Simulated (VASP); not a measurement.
VASP runs on KBr (rock salt) share one base input (PBE GGA, plane waves, VASP's PBE PAW potentials (set 64)) and change the settings named in each case.

**INCAR**
```
ALGO = Normal
EDIFF = 1E-6
ENCUT = 400
GGA = PE
ISIF = 2
ISMEAR = 0
LASPH = .TRUE.
LCHARG = .FALSE.
LMAXMIX = 4
LREAL = .FALSE.
LWAVE = .FALSE.
NELM = 100
PREC = Accurate
SIGMA = 0.05
SYSTEM = KBr
```

KPOINTS:
```
kpoints
0
gamma
  6 6 6
0 0 0
```

POSCAR:
```
KBr
1
    0.0000000000     3.3000000000     3.3000000000
    3.3000000000     0.0000000000     3.3000000000
    3.3000000000     3.3000000000     0.0000000000
K Br
1 1
Direct
  0.0000000000   0.0000000000   0.0000000000
  0.5000000000   0.5000000000   0.5000000000
```

POTCAR, in this order: K_sv Br (PBE.64 set). Program: vasp_std.

| change | E(σ→0) (eV/atom) | irreducible k-points |
|---|---|---|
| base run | -3.1074 | 16 |
| KGAMMA = .TRUE., KSPACING = 0.5, KPOINTS file removed | -3.1072 | 8 |
| KGAMMA = .TRUE., KSPACING = 0.3, KPOINTS file removed | -3.1074 | 16 |
| KGAMMA = .TRUE., KSPACING = 0.6, KPOINTS file removed | -3.1046 | 4 |
| KGAMMA = .TRUE., KSPACING = 0.25, KPOINTS file removed | -3.1074 | 20 |
| KGAMMA = .TRUE., KSPACING = 0.8, KPOINTS file removed | -3.1046 | 4 |

Left out are runs that ran out of time, are held back, or changed the cell or the kind of run, fixed moments of cells without a moment, rows past the twelfth, gaps on odd meshes, pressures of charged cells and columns that move by less than the noise.

The compound is KBr in the rock salt structure. The cell was not relaxed at this level.
